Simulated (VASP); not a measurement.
# K3Be5 (Im-3m) in VASP: notebook

The runs below take K3Be5 through single point, relaxation of cell and atoms, with PBE.

All numbers are computed with VASP 6.6.1; they aren't measurements. Logs are shortened: lines on timing, memory, paths and dates and some standing lists are left out, and cuts for length are marked.

**1. The cell of the first run**

It takes space group Im-3m (No. 229, cubic). The conventional cell has a = 6.544 Å, b = 6.544 Å, c = 6.544 Å, α = 90.00°, β = 90.00°, γ = 90.00°. K (site symmetry 4/mmm) has 8 Be at 2.83 Å as nearest neighbours. Around Be (site symmetry m-3m) lie 8 Be at 2.83 Å. Be (site symmetry -3m) is surrounded by 6 K at 2.83 Å and 2 Be at 2.83 Å.

The cell was built by a generator and needn't be a form met in nature.

**2. Single point, PBE (species swapped into the Fe5Co3 type (Im-3m, No. 229))**

Contents of INCAR:

```
ALGO = Normal ; EDIFF = 1E-6
ENCUT = 520 ; GGA = PE
ISIF = 2 ; ISMEAR = 0
LASPH = True ; LCHARG = False
LREAL = False ; LWAVE = False
NBANDS = 28 ; NELM = 80
PREC = Accurate ; SIGMA = 0.1
```

Contents of KPOINTS:

```
k-points
0
Gamma
  4 4 4
```

Contents of POSCAR:

```
K3Be5
1.0
   -3.2720583900      3.2720583900      3.2720583900
    3.2720583900     -3.2720583900      3.2720583900
    3.2720583900      3.2720583900     -3.2720583900
K Be
3 5
Direct
    0.0000000000      0.5000000000      0.5000000000
    0.5000000000      0.5000000000      0.0000000000
    0.5000000000      0.0000000000      0.5000000000
    0.0000000000      0.0000000000      0.0000000000
    0.0000000000      0.0000000000      0.5000000000
    0.0000000000      0.5000000000      0.0000000000
    0.5000000000      0.0000000000      0.0000000000
    0.5000000000      0.5000000000      0.5000000000
```

Potentials or basis: VASP PAW PBE potentials, release 64 (K_sv, Be).

On the command line:

```
$ cat potpaw_PBE.64/K_sv/POTCAR potpaw_PBE.64/Be/POTCAR > POTCAR
$ mpirun -np 1 vasp_std > vasp.out
```

OUTCAR:

```text
EDIFF = 1E-6
   ENCUT = 520
   GGA = PE
   ISIF = 2
   ISMEAR = 0
   LASPH = True
   LREAL = False
   NELM = 80
   PREC = Accurate

 ion  position               nearest neighbor table
   1  0.000  0.500  0.500-   5 2.83   6 2.83   7 2.83   8 2.83   6 2.83   5 2.83   8 2.83   7 2.83
                             2 3.27   2 3.27   3 3.27   3 3.27
   2  0.500  0.500  0.000-   5 2.83   6 2.83   7 2.83   8 2.83   8 2.83   7 2.83   6 2.83   5 2.83
                             3 3.27   1 3.27   1 3.27   3 3.27
   3  0.500  0.000  0.500-   5 2.83   6 2.83   7 2.83   8 2.83   7 2.83   8 2.83   5 2.83   6 2.83
                             2 3.27   1 3.27   1 3.27   2 3.27
   4  0.000  0.000  0.000-
   5  0.000  0.000  0.500-   1 2.83   2 2.83   3 2.83   1 2.83   3 2.83   2 2.83
   6  0.000  0.500  0.000-   1 2.83   2 2.83   3 2.83   1 2.83   2 2.83   3 2.83
   7  0.500  0.000  0.000-   1 2.83   2 2.83   3 2.83   3 2.83   2 2.83   1 2.83
   8  0.500  0.500  0.500-   1 2.83   2 2.83   3 2.83   2 2.83   3 2.83   1 2.83

  LATTYP: Found a body centered cubic cell.
 ALAT       =     6.5441167800

  Lattice vectors:

 A1 = (  -3.2720583900,   3.2720583900,   3.2720583900)
 A2 = (   3.2720583900,  -3.2720583900,   3.2720583900)
 A3 = (   3.2720583900,   3.2720583900,  -3.2720583900)

Analysis of symmetry for initial positions (statically):
=====================================================================
 Subroutine PRICEL returns:
 Original cell was already a primitive cell.

 Routine SETGRP: Setting up the symmetry group for a
 body centered cubic supercell.

 Subroutine GETGRP returns: Found 48 space group operations
 (whereof 48 operations were pure point group operations)
 out of a pool of 48 trial point group operations.

The static configuration has the point symmetry O_h .

Analysis of symmetry for dynamics (positions and initial velocities):
=====================================================================
 Subroutine PRICEL returns:
 Original cell was already a primitive cell.

 Routine SETGRP: Setting up the symmetry group for a
 body centered cubic supercell.

 Subroutine GETGRP returns: Found 48 space group operations
 (whereof 48 operations were pure point group operations)
 out of a pool of 48 trial point group operations.

The dynamic configuration has the point symmetry O_h .

 Subroutine INISYM returns: Found 48 space group operations
 (whereof 48 operations are pure point group operations),
 and found     1 'primitive' translations

----------------------------------------------------------------------------------------

                                     Primitive cell

  volume of cell :     140.1274

  direct lattice vectors                    reciprocal lattice vectors
    -3.272058390  3.272058390  3.272058390     0.000000000  0.152809009  0.152809009
     3.272058390 -3.272058390  3.272058390     0.152809009  0.000000000  0.152809009
     3.272058390  3.272058390 -3.272058390     0.152809009  0.152809009  0.000000000

  length of vectors
     5.667371377  5.667371377  5.667371377     0.216104573  0.216104573  0.216104573

  position of ions in fractional coordinates (direct lattice)
     0.000000000  0.500000000  0.500000000
     0.500000000  0.500000000  0.000000000
     0.500000000  0.000000000  0.500000000
     0.000000000  0.000000000  0.000000000
     0.000000000  0.000000000  0.500000000
     0.000000000  0.500000000  0.000000000
     0.500000000  0.000000000  0.000000000
     0.500000000  0.500000000  0.500000000

  ion indices of the primitive-cell ions
   primitive index   ion index
                 1           1
                 2           2
                 3           3
                 4           4
                 5           5
                 6           6
                 7           7
                 8           8

----------------------------------------------------------------------------------------

 KPOINTS: k-points

Automatic generation of k-mesh.
 Grid dimensions read from file:
 generate k-points for:    4    4    4

 Generating k-lattice:

  Cartesian coordinates                     Fractional coordinates (reciprocal lattice)
     0.000000000  0.038202252  0.038202252     0.250000000  0.000000000  0.000000000
     0.038202252  0.000000000  0.038202252     0.000000000  0.250000000  0.000000000
     0.038202252  0.038202252  0.000000000     0.000000000  0.000000000  0.250000000

  Length of vectors
     0.054026143  0.054026143  0.054026143

  Shift w.r.t. Gamma in fractional coordinates (k-lattice)
     0.000000000  0.000000000  0.000000000

 Subroutine IBZKPT returns following result:
 ===========================================

 Found      8 irreducible k-points:

 Following reciprocal coordinates:
            Coordinates               Weight
  0.000000  0.000000  0.000000      1.000000
  0.250000  0.000000  0.000000     12.000000
  0.500000  0.000000  0.000000      6.000000
  0.250000  0.250000  0.000000     24.000000
  0.250000  0.250000  0.250000      2.000000
 -0.250000  0.250000  0.250000      6.000000
  0.500000  0.500000  0.250000     12.000000
  0.500000  0.500000  0.500000      1.000000
   k-points           NKPTS =      8   k-points in BZ     NKDIM =      8   number of bands    NBANDS=     28
   number of dos      NEDOS =    301   number of ions     NIONS =      8
   total plane-waves  NPLWV =  74088
   dimension x,y,z NGX =    42 NGY =   42 NGZ =   42
   dimension x,y,z NGXF=    84 NGYF=   84 NGZF=   84
   ions per type =               3   5
   NGX,Y,Z   is equivalent  to a cutoff of  12.32, 12.32, 12.32 a.u.
   NGXF,Y,Z  is equivalent  to a cutoff of  24.64, 24.64, 24.64 a.u.
 SYSTEM =  unknown system
   PREC   = accura    normal or accurate (medium, high low for compatibility)
   ISTART =      0    job   : 0-new  1-cont  2-samecut
   ICHARG =      2    charge: 1-file 2-atom 10-const
   ISPIN  =      1    spin polarized calculation?
   LNONCOLLINEAR =      F non collinear calculations
   LSORBIT =      F    spin-orbit coupling
   LASPH  =      T    aspherical Exc in radial PAW
   ENCUT  =  520.0 eV  38.22 Ry    6.18 a.u.  10.54 10.54 10.54*2*pi/ulx,y,z
   NELM   =     80;   NELMIN=  2; NELMDL= -5     # of ELM steps
   EDIFF  = 0.1E-05   stopping-criterion for ELM
   LREAL  =      F    real-space projection
   EDIFFG = 0.1E-04   stopping-criterion for IOM
   NSW    =      0    number of steps for IOM
   IBRION =     -1    ionic relax: 0-MD 1-quasi-New 2-CG
   NFREE  =      0    steps in history (QN), initial steepest desc. (CG)
   ISIF   =      2    stress and relaxation
   ISYM   =      2    0-nonsym 1-usesym 2-fastsym
   POTIM  = 0.5000    time-step for ionic-motion
   TEBEG  =    0.0;   TEEND  =   0.0 temperature during run
   PSTRESS=    0.0 pullay stress
   NELECT =      37.0000    total number of electrons
   NUPDOWN=      -1.0000    fix difference up-down
   EMIN   =  10.00;   EMAX   =-10.00  energy-range for DOS
   EFERMI =   0.00;   METHOD = LEGACY
   ISMEAR =     0;   SIGMA  =   0.10  broadening in eV -4-tet -1-fermi 0-gaus
   EFERMI_NEDOS =   21; number of points for ismear=-14 and -15
   IALGO  =     38    algorithm
   IMIX   =      4    mixing-type and parameters
     AMIX     =   0.40;   BMIX     =  1.00
     AMIX_MAG =   1.60;   BMIX_MAG =  1.00
  volume/ion in A,a.u.               =      17.52       118.20
  Fermi-wavevector in a.u.,A,eV,Ry     =   1.050270  1.984723 15.008143  1.103067
  Thomas-Fermi vector in A             =   2.185267
   LORBIT       =      0    0 simple, 1 ext, 2 COOP (PROOUT), +10 PAW based schemes
   GGA     = PE    functional components
   LHFCALC =     F    Hartree Fock is set to
   AEXX    =    0.0000 exact exchange contribution
   IVDW    =     0    specifies the selected vdW correction
   LEPSILON=     F    determine dielectric tensor
   LRPA    =     F    only Hartree local field effects (RPA)
 non-spin polarized calculation
 Gauss-broadening in eV      SIGMA  =   0.10
  energy-cutoff  :      520.00
  volume of cell :      140.13
 maximum number of plane-waves:      3805
   NGX = 21   NGY = 21   NGZ = 21

 number of electron      37.0000002 magnetization

 Free energy of the ion-electron system (eV)
  ---------------------------------------------------
  ext. energy  EPLUGINS =         0.00000000
  ---------------------------------------------------
  free energy    TOTEN  =        -8.70816691 eV

  energy without entropy =       -8.66439930  energy(sigma->0) =       -8.68628311

 E-fermi :   2.8913     XC(G=0):  -9.1440

 val. band max:        2.8326050919   @ k =  -0.2500   0.2500   0.2500
 cond. band min:       2.9316388945   @ k =   0.2500   0.0000   0.0000
 fundamental gap:      0.0990338026
 Fermi energy:         2.8912994587

 k-point     1 :       0.0000    0.0000    0.0000
  band No.  band energies     occupation
      1     -27.6151      2.00000
      2     -27.4325      2.00000
      3     -27.4325      2.00000
      4     -11.7593      2.00000
      5     -11.7593      2.00000
      6     -11.7593      2.00000
[... 20 lines left out ...]
     27       7.2424      0.00000
     28       7.2424      0.00000

 k-point     2 :       0.2500    0.0000    0.0000
  band No.  band energies     occupation
      1     -27.5914      2.00000
      2     -27.4560      2.00000
      3     -27.4341      2.00000
      4     -11.7645      2.00000
      5     -11.6380      2.00000
      6     -11.6156      2.00000
[... 20 lines left out ...]
     27       7.4694      0.00000
     28       7.7363      0.00000

 k-point     3 :       0.5000    0.0000    0.0000
  band No.  band energies     occupation
      1     -27.5525      2.00000
      2     -27.4947      2.00000
      3     -27.4357      2.00000
      4     -11.7698      2.00000
      5     -11.3768      2.00000
      6     -11.2917      2.00000
[... 20 lines left out ...]
     27       7.0452      0.00000
     28       7.1580      0.00000

 k-point     4 :       0.2500    0.2500    0.0000
  band No.  band energies     occupation
      1     -27.5533      2.00000
      2     -27.4932      2.00000
      3     -27.4365      2.00000
      4     -11.6507      2.00000
      5     -11.6309      2.00000
      6     -11.3341      2.00000
[... 20 lines left out ...]
     27       6.6654      0.00000
     28       6.7985      0.00000

 k-point     5 :       0.2500    0.2500    0.2500
  band No.  band energies     occupation
      1     -27.4947      2.00000
      2     -27.4947      2.00000
      3     -27.4947      2.00000
      4     -11.3298      2.00000
      5     -11.3298      2.00000
      6     -11.3298      2.00000
[... 20 lines left out ...]
     27       5.9492      0.00000
     28       5.9492      0.00000

 k-point     6 :      -0.2500    0.2500    0.2500
  band No.  band energies     occupation
      1     -27.5776      2.00000
      2     -27.4916      2.00000
      3     -27.4124      2.00000
      4     -11.7816      2.00000
      5     -11.7816      2.00000
      6     -11.3646      2.00000
[... 20 lines left out ...]
     27       6.7119      0.00000
     28       7.0272      0.00000

 k-point     7 :       0.5000    0.5000    0.2500
  band No.  band energies     occupation
      1     -27.5510      2.00000
      2     -27.5283      2.00000
      3     -27.4026      2.00000
      4     -11.7979      2.00000
      5     -11.6864      2.00000
      6     -11.6648      2.00000
[... 20 lines left out ...]
     27       6.6768      0.00000
     28       6.7866      0.00000

 k-point     8 :       0.5000    0.5000    0.5000
  band No.  band energies     occupation
      1     -27.5495      2.00000
      2     -27.5495      2.00000
      3     -27.3818      2.00000
      4     -11.8241      2.00000
      5     -11.8241      2.00000
      6     -11.8241      2.00000
[... 20 lines left out ...]
     27       7.3191      0.00000
     28       7.3313      0.00000

------------------------ aborting loop because EDIFF is reached ----------------------------------------

  FORCE on cell =-STRESS in cart. coord.  units (eV):
  Direction    XX          YY          ZZ          XY          YZ          ZX
  --------------------------------------------------------------------------------------
  -------------------------------------------------------------------------------------
  Total        8.6041402      8.6041402      8.6041402     -0.0000000     -0.0000000     -0.0000000
  in kB       98.3773081     98.3773081     98.3773081     -0.0000000     -0.0000000     -0.0000000
  external PRESSURE =      98.3773081 kB  Pullay stress =       0.0000000 kB

 VOLUME and BASIS-vectors are now :
 -----------------------------------------------------------------------------
  energy-cutoff  :      520.00
  volume of cell :      140.13
      direct lattice vectors                 reciprocal lattice vectors
    -3.272058390  3.272058390  3.272058390     0.000000000  0.152809009  0.152809009
     3.272058390 -3.272058390  3.272058390     0.152809009  0.000000000  0.152809009
     3.272058390  3.272058390 -3.272058390     0.152809009  0.152809009  0.000000000

 POSITION                                       TOTAL-FORCE (eV/Angst)
 -----------------------------------------------------------------------------------
      3.27206      0.00000      0.00000        -0.000000      0.000000      0.000000
      0.00000      0.00000      3.27206        -0.000000     -0.000000     -0.000000
      0.00000      3.27206      0.00000         0.000000     -0.000000      0.000000
      0.00000      0.00000      0.00000        -0.000000      0.000000     -0.000000
      1.63603      1.63603     -1.63603         0.000000     -0.000000     -0.000000
      1.63603     -1.63603      1.63603         0.000000      0.000000      0.000000
     -1.63603      1.63603      1.63603        -0.000000     -0.000000     -0.000000
      1.63603      1.63603      1.63603        -0.000000      0.000000     -0.000000
 -----------------------------------------------------------------------------------
    total drift:                               -0.000000      0.000000     -0.000000

  FREE ENERGIE OF THE ION-ELECTRON SYSTEM (eV)
  ---------------------------------------------------
  free  energy   TOTEN  =        -8.7081669117 eV

  energy  without entropy=       -8.6643993049  energy(sigma->0) =       -8.68628311
```

Run time: 29 s. Hardware: 1 thread of Intel Xeon Platinum 8375C at 2.90GHz (Ice Lake), shared host; peak memory 0.25 GiB.

What came out:

| Property | Result |
| --- | --- |
| Free energy | -8.7082 eV |
| Pressure | 9.8 GPa |
| Band gap on the k mesh | none (metal or under the smearing width) |

**3. Single point, PBE (species swapped into the Fe5Co3 type (Im-3m, No. 229))**

Contents of INCAR:

```
SYSTEM = K3Be5
  ALGO = Normal
  EDIFF = 1E-6
  ENCUT = 520
  GGA = PE
  ISIF = 2
  ISMEAR = 0
  LASPH = .True.
  LCHARG = .True.
  LELF = .True.
  LREAL = .False.
  LVHAR = .True.
  LWAVE = .False.
  NBANDS = 28
  NELM = 100
  PREC = Accurate
  SIGMA = 0.1
```

Contents of KPOINTS:

```
k-points
0
Gamma
  4 4 4
  0 0 0
```

Edit POSCAR of step 2 so:

```diff
@@ -2,5 +2,5 @@
 1.0
-   -3.2720583900      3.2720583900      3.2720583900
-    3.2720583900     -3.2720583900      3.2720583900
-    3.2720583900      3.2720583900     -3.2720583900
+   -3.6222567268      3.6222567268      3.6222567268
+    3.6222567268     -3.6222567268      3.6222567268
+    3.6222567268      3.6222567268     -3.6222567268
 K Be
```

Potentials or basis: VASP PAW PBE potentials, release 64 (K_sv, Be).

On the command line:

```
$ cat potpaw_PBE.64/K_sv/POTCAR potpaw_PBE.64/Be/POTCAR > POTCAR
$ mpirun -np 1 vasp_std > vasp.out
```

It took 59 s on 1 thread of Intel Xeon Platinum 8375C at 2.90GHz (Ice Lake), shared host; peak memory 0.31 GiB.

Results (log left out):

```
Free energy            : -10.0009 eV
Pressure               : 0.3 GPa
Band gap on the k mesh : none (metal or under the smearing width)
```

Levels at points of the mesh, in eV from the Fermi level:
```
           k point  band 16  band 17  band 18  band 19  band 20  band 21  band 22  band 23
(0.00, 0.00, 0.00)    -1.93    -0.79    -0.79    -0.79    -0.37     0.40     0.40     0.40
(0.50, 0.00, 0.00)    -1.86    -1.14    -1.12     0.53     0.56     0.94     0.96     1.29
(0.50, 0.50, 0.50)    -2.90    -1.52    -1.52    -0.02    -0.02    -0.02     0.50     3.15
```

(Continued in part 2 of 2.)
